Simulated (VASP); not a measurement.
Crystal: Na2ZrS2.

```
Na Zr S
1.0
    -2.47618    2.47618    4.04035
     2.47618   -2.47618    4.04035
     2.47618    2.47618   -4.04035
Na Zr S
2 1 2
Direct
  0.35677 0.35677 0.00000
  0.64323 0.64323 0.00000
  0.00000 0.00000 0.00000
  0.75000 0.25000 0.50000
  0.25000 0.75000 0.50000
```

The cell was built by a generator and needn't be a form met in nature.

| Quantity | Value |
| --- | --- |
| Program | VASP 6.6.1 |
| Task | relaxation of cell and atoms |
| Functional | PBE |
| Potentials or basis | VASP PAW PBE potentials, release 64 (Na_pv, Zr_sv, S) |
| Cutoff | 600 eV |
| k mesh | 6 × 6 × 6 |
| Occupations | fermi-dirac, width 0.05 eV |
| Spin | no spin polarisation |
| Hubbard terms | Zr d U = 4 eV |

At the start: pressure 0.2 GPa; volume 19.82 Å³/atom.

Problem. How do energy, volume and symmetry change on relaxing?

Solution. Over 12 steps the energy falls by 16.0 meV/atom and the volume is 19.89 Å³/atom (+0.3 %); space group I4/mmm (No. 139, to 0.05 Å).

The path:
| step | energy change (eV) | largest force (eV/Å) | pressure (GPa) | volume (Å³) |
| --- | --- | --- | --- | --- |
| 1 | 0.0000 | 0.0629 | 0.18 | 99.09 |
| 2 | -0.0715 | 0.2039 | 0.06 | 99.39 |
| 3 | -0.0723 | 0.2027 | 0.07 | 99.41 |
| 4 | -0.0738 | 0.1990 | 0.09 | 99.44 |
| 5 | -0.0755 | 0.1925 | 0.11 | 99.49 |
| 6 | -0.0750 | 0.1801 | 0.17 | 99.61 |
| 7 | -0.0760 | 0.1873 | 0.13 | 99.54 |
| 8 | -0.0788 | 0.0935 | -0.08 | 99.84 |
| 9 | -0.0793 | 0.0322 | -0.22 | 100.04 |
| 10 | -0.0802 | 0.0084 | -0.08 | 99.60 |
| 11 | -0.0802 | 0.0002 | -0.03 | 99.45 |
| 12 | -0.0802 | 0.0010 | -0.02 | 99.44 |

Final structure:
```
Na Zr S
1.0
    -2.45193    2.45193    4.13502
     2.45193   -2.45193    4.13502
     2.45193    2.45193   -4.13502
Na Zr S
2 1 2
Cartesian
  0.0000 0.0000 2.9779
  0.0000 0.0000 5.2921
  2.4519 2.4519 -4.1350
  0.0000 2.4519 2.0675
  2.4519 0.0000 2.0675
```

Caveat: U without spin polarisation on a metal has little footing.
